How much pressure does it take to squeeze a crystal of GaAs by one per cent of its volume? In the calculation used here it takes about 0.6 GPa, some six thousand atmospheres, if the crystal starts from zero pressure. The real crystal is somewhat stiffer. Shortening each bond by one per cent shrinks the volume by three per cent and therefore costs about 2 GPa. The table below, computed with the density functional PBE, lets us turn these orders of magnitude into a rule that needs only a pocket calculator.

VASP 6.6.1 calculations with PBE and spin-orbit coupling, without dispersion correction, for GaAs (space group F-43m, 2-atom cell) at several fixed volumes. The runs use the recommended VASP PAW PBE potentials (Ga_d, As), a 520 eV plane-wave cutoff, an 8 × 8 × 8 k mesh and Gaussian smearing of 0.02 eV. Pressure is positive in compression.

```
volume (Å³/atom)  shortest distance (Å)  pressure (GPa)
          22.244                  2.436           4.660
          22.581                  2.448           3.500
          22.922                  2.460           2.380
          23.033                  2.464           2.050
          23.484                  2.480           0.700
          24.162                  2.504          -0.880
```

The pressure falls at every step as the volume grows, and between the last two rows it changes sign. A positive pressure means that the crystal pushes outward and has to be held together. A negative one means that it has been stretched beyond its preferred size and pulls inward. The volume of zero pressure, V₀, is thus the natural point from which to count.

The resistance to squeezing is measured by the bulk modulus B, the pressure needed per relative change of volume:

B = −V dP/dV

Here V is the volume per atom and P the pressure. The slopes between rows give a B of about 76 GPa at the small volumes and about 69 GPa nearer to zero pressure. The compressed crystal is the stiffer one. A plausible reason, which the table itself does not test, is the shape of the bond energy: it rises steeply when atoms are pushed together, because their electron clouds overlap, and more gently when they are drawn apart.

An ideal gas at constant temperature shows the same behaviour in its simplest form. Its bulk modulus equals its pressure, so it stiffens by 1 GPa for each GPa applied. A solid differs in two ways: its bonds give it a stiffness B₀ even at zero pressure, and it stiffens faster, typically by about 4 GPa for each GPa. The likeness ends under tension, since a gas has no preferred volume and cannot pull inward.

For the solid we therefore write

B = B₀ + 4P

Inserting this into the definition of B and integrating from V₀ to V gives the Murnaghan equation:

P = (B₀/4) [(V₀/V)⁴ − 1]

For work by hand, let y = V₀/V − 1, the relative gain in density. Expanding the fourth power and keeping two terms leaves

P ≈ B₀ y (1 + 1.5 y)

The first factor is the ordinary spring law, and the bracket is the stiffening. The two constants were fitted to the five rows in which the crystal is a semiconductor, and then rounded to B₀ = 62.5 GPa and V₀ = 23.75 Å³ per atom.

Take the row at 22.581 Å³ per atom:

y = 23.75/22.581 − 1 = 0.0518
1 + 1.5 y = 1.078
P ≈ 62.5 × 0.0518 × 1.078 = 3.49 GPa

The calculation gave 3.50 GPa. Without the bracket the estimate would have been 3.24 GPa, so at five per cent compression the stiffening already matters.

The row at 23.484 Å³ per atom lies close to zero pressure:

y = 23.75/23.484 − 1 = 0.0113
P ≈ 62.5 × 0.0113 × 1.017 = 0.72 GPa

The computed value is 0.70 GPa. The bracket hardly counts here, and the spring law alone would do.

Both worked rows belong to the fit, so their agreement shows how well the rule sums up the data, not how well it predicts. Over the five semiconducting rows it stays within 0.02 GPa of the computed pressure. When each of these rows is left out in turn and predicted from the other four, the typical error of the fitted equation is 0.03 GPa. The printed output after this text gives the comparison row by row.

The 4 in the rule was set, not fitted, and this table does not single it out. If the exponent is fitted as well, it comes out near 3 and follows the five rows still more closely. Over so narrow a range of volumes, a change in the exponent can be largely made up by a change in B₀. The rule is therefore safe for reading pressures between the five fitted rows, but its constants should not be taken as a precise measurement of how GaAs stiffens.

The rule misses the one stretched row. At 24.162 Å³ per atom it gives −1.04 GPa, where the calculation gave −0.88 GPa, a miss of 18 per cent of the computed value. This row was left out of the fit because its computed electronic state is different: the energy gap between filled and empty electron states, which shrinks steadily as the crystal expands, has closed. The closure is a fault of the method, since PBE makes gaps too small, and real GaAs is expected to keep a clear gap at this volume.

Closing the gap can affect the pressure. The empty state at the gap's edge comes down in energy, relative to the filled ones, as the atoms move apart. Once it has dropped below them, electrons move into it, and the crystal gains a little energy by expanding further, which is an extra outward push. Two outputs of this run point to such a rearrangement at the centre of the k mesh, where two electrons leave the four topmost filled states for the pair that has dropped below them. The small smearing energy of the row is just what four half-filled states at a single mesh point would give. The spin-orbit energy on arsenic falls by less than 0.4 meV over all five gapped rows together, but by 0.6 meV in the last step alone. This is expected when electrons leave the states that spin-orbit coupling raises.

How large is the push? Two electrons moved at one of the 512 mesh points would add roughly 0.1 GPa, which has the right sign and is a good part of the miss. The remainder is left open, because the miss itself depends on the exponent chosen: with the fitted exponent it grows to 0.25 GPa, and an exponent above 4 would shrink it. Much of the push is probably an artefact of the mesh. The filled and empty states are expected to change places only very close to this one point, which here stands for a far larger region. The same point is expected to make the pressures of the gapped rows slightly too low, because just beside it the empty state is already partly mixed into the filled ones. The close agreement of the rule is therefore agreement with this mesh. A run with a denser mesh would test this.

The most important limit in practice concerns V₀. The row at 22.581 Å³ per atom lies close to the measured volume of GaAs at ordinary pressure, and yet its computed pressure is 3.5 GPa. PBE makes this crystal too large. The heat motion missing from the calculation would swell it further, so it cannot be blamed for the excess. An error of one per cent in V₀ shifts the estimate by about 0.6 GPa near zero pressure, and by more under compression. That is nearly the whole pressure of the row at 23.484 Å³ per atom.

To estimate the pressure in a real crystal squeezed equally from all sides, one should therefore keep the form of the rule but replace both constants by measured ones. The measured bulk modulus is roughly 75 GPa (a rough recalled value), higher than that of the PBE crystal with its longer bonds. What carries over is the reasoning: take the gain in density relative to the crystal at rest, multiply by its stiffness, and add one and a half per cent of the result for each per cent gained. The table tests this only for the PBE crystal, at pressures from about 0.7 to 4.7 GPa, and the one and a half per cent follows from the chosen exponent of 4.

The analysis program printed:

```
fit of pressure on 5 rows (gap > 0): constant -15.62 +/- 0.1, coefficient of (23/vol)**4 17.75 +/- 0.099; rms 0.013, worst 23.033 -0.0168, leave-one-out rms 0.0285
  rows outside the fit (model, value, miss): 24.162 -1.042, -0.88, -0.162
fit of pressure on 5 rows (gap > 0): constant -21.61 +/- 0.07, coefficient of (23/vol)**s 23.75 +/- 0.068, s 3.013; rms 0.00544, worst 22.922 0.00909, leave-one-out rms 0.0105
  rows outside the fit (model, value, miss): 24.162 -1.132, -0.88, -0.252
Fitted bulk modulus at zero pressure, exponent 4 (GPa): 62.47
Fitted volume at zero pressure, exponent 4 (A^3/atom): 23.75
Hand rule P = 62.5 y (1 + 1.5 y), y = 23.75/V - 1:
     row         y  bracket  without_bracket_GPa  rule_GPa  computed_GPa   miss_GPa  miss_percent
  22.244    0.0677    1.102                4.231     4.661          4.66   0.001208       0.02592
  22.581   0.05177    1.078                3.236     3.487           3.5   -0.01317       -0.3763
  22.922   0.03612    1.054                2.258      2.38          2.38  -1.53e-05    -0.0006429
  23.033   0.03113    1.047                1.946     2.036          2.05   -0.01358       -0.6622
  23.484   0.01133    1.017               0.7079      0.72           0.7    0.01996         2.851
  24.162  -0.01705   0.9744               -1.066    -1.038         -0.88    -0.1585        -18.01
Largest miss of the hand rule on the five gapped rows (GPa): 0.01996
Cubic cell edge at the rule's zero pressure (A): 5.749
Pressure error from a 1 percent error in V0 near zero pressure (GPa): 0.625
Mean bulk modulus between rows 22.244 and 22.922 (GPa): 75.94
Mean bulk modulus between rows 22.922 and 23.484 (GPa): 69.36
Mean bulk modulus between rows 23.484 and 24.162 (GPa): 55.51
The same last interval by the hand rule (GPa): 61.78
Change of gap per unit of ln V (eV): -7.438
Volume where the gap closes, extended from the last two gapped rows (A^3/atom): 23.88
Rough pressure from two electrons moved at one of 512 mesh points (GPa): 0.09633
Smearing energy of the last row, from its energies (meV per cell): 0.044
Smearing energy of four half-filled states at one of 512 points (meV per cell): 0.04408
```
